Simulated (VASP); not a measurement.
Input:

```
CELL_PARAMETERS angstrom
      1.30683    -2.26350     0.00000
      1.30683     2.26350     0.00000
      0.00000     0.00000     4.73797
ATOMIC_POSITIONS crystal
  Zn 0.33333 0.66667 0.25000
  Zn 0.66667 0.33333 0.75000
```

These are SCAN meta-GGA, VASP's PBE PAW potentials (set 64) (plane waves; VASP 6.6.1) values and carry that method's errors. Numerical set-up: 520 eV cut-off, 18×18×9 Γ-centred mesh, tetrahedra with Blöchl corrections, potentials Zn.

Question: Give the energies of bands 11 to 15 at the high-symmetry points, in eV from the Fermi level.

Answer: 
```
band      Γ      M      K      A      L     H
----  -----  -----  -----  -----  -----  ----
11    -7.44  -3.40  -0.15  -7.54  -2.35  0.78
12    -4.10  -2.41  -0.05  -7.54  -2.35  0.78
13    -2.78   3.13  -0.05   5.61   0.36  1.77
14    16.05   3.85   5.46   5.61   0.36  1.77
15    19.07   5.13   6.80  20.69  11.76  2.73
```

It has no gap at this level: it comes out as a metal or semimetal.

The compound is Zn in the hcp structure. It was relaxed first, which changed the volume by -8 %.
